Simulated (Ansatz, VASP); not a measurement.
Two plane-wave programs on Ta2GeO

```
Ta Ge O
1.0
     2.46329    1.42218    3.05048
    -2.46329    1.42218    3.05048
     0.00000   -2.84437    3.05048
Ta Ge O
2 1 1
Direct
  0.77222 0.77222 0.77222
  0.22778 0.22778 0.22778
  0.00000 0.00000 0.00000
  0.50000 0.50000 0.50000
```

Alike in both runs: task relaxation of cell and atoms; functional PBE; k mesh 6 × 6 × 6; occupations gaussian, width 0.1 eV; no spin polarisation.

|  | VASP | Ansatz |
| --- | --- | --- |
| version | VASP 6.6.1 | Ansatz 0.2.0 |
| potentials or method | VASP PAW PBE potentials, release 64 (Ta_pv, Ge_d, O) | scalar-relativistic, plane waves, PAW |
| plane-wave cutoff (eV) | 600 | 420 |
| valence electrons in the cell | 42 | 46 |

Ansatz gave:

```
gap on the k mesh at the Fermi level, each at its own relaxed structure (eV) : none
relaxed volume (Å³/atom)                                                     : 14.49
relaxed cell length with the largest relative difference (Å)                 : 4.243
energy change over the relaxation (meV/atom)                                 : -1394
```

**Question.** Estimate VASP's values.

**Answer.** gap on the k mesh at the Fermi level, each at its own relaxed structure (eV): none; relaxed volume (Å³/atom): 14.46; relaxed cell length with the largest relative difference (Å): 4.250; energy change over the relaxation (meV/atom): -1390.

A gap of «none» marks a metal or a gap that the smearing closes. The two sets of potentials don't hold the same shells in valence.

The runs have no spin-orbit coupling, so splittings on Ta are missing.
